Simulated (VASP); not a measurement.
All values below come from PW91 GGA, VASP's PBE PAW potentials (set 64) (plane waves; VASP).

A VASP calculation is set up with these files.

INCAR:
```
LWAVE=F
GGA=91   # PW91
ENCUT=520   # plane-wave cut-off (eV)
EDIFF=1E-6   # SCF stop (eV)
NSW=60   # most ionic steps
SIGMA=0.05   # width (eV)
NELM=100   # most electronic steps
ISIF=3   # ions, shape and volume
EDIFFG=-0.01
IBRION=2
PREC=Accurate
LCHARG=F
ALGO=Normal
LREAL=F   # projection in real space or not
SYSTEM=Si
LASPH=T   # aspherical one-centre terms
ISMEAR=0   # Gaussian
```

### POSCAR
```
Si
1
    0.0000000000     2.7155000000     2.7155000000
    2.7155000000     0.0000000000     2.7155000000
    2.7155000000     2.7155000000     0.0000000000
Si
2
Direct
  0.0000000000   0.0000000000   0.0000000000
  0.2500000000   0.2500000000   0.2500000000
```

File KPOINTS:
```
Regular mesh
0
G
 8 8 8
```

POTCAR, in this order: Si (PBE.64 set). Program: vasp_std.

Energy and stress use the plane-wave basis of the starting cell.

**Question.** What does the run give for the energy per atom (σ→0), volume per atom?

**Answer.** 
- energy per atom (σ→0): -522.4 kJ/mol of atoms
- volume per atom: 20.44 Å^3/atom

OSZICAR:
```
...
       N       E                     dE             d eps       ncg     rms          rms(c)
DAV:   1    -0.108305018623E+02   -0.33771E-02   -0.44341E-02   560   0.120E+00    0.196E-01
DAV:   2    -0.108297452221E+02    0.75664E-03   -0.66096E-04   560   0.177E-01    0.118E-01
DAV:   3    -0.108293671378E+02    0.37808E-03   -0.84786E-04   552   0.148E-01    0.375E-02
DAV:   4    -0.108293681433E+02   -0.10055E-05   -0.82308E-06   584   0.259E-02    0.328E-02
DAV:   5    -0.108293702440E+02   -0.21007E-05   -0.16033E-06   512   0.962E-03    0.633E-03
DAV:   6    -0.108293701308E+02    0.11327E-06   -0.18997E-08   232   0.142E-03
   3 F= -.10829370E+02 E0= -.10829370E+02  d E =-.498468E-02
```

The compound is Si in the diamond structure. This run relaxes it. Symmetry was kept, so distortions that lower it aren't found.
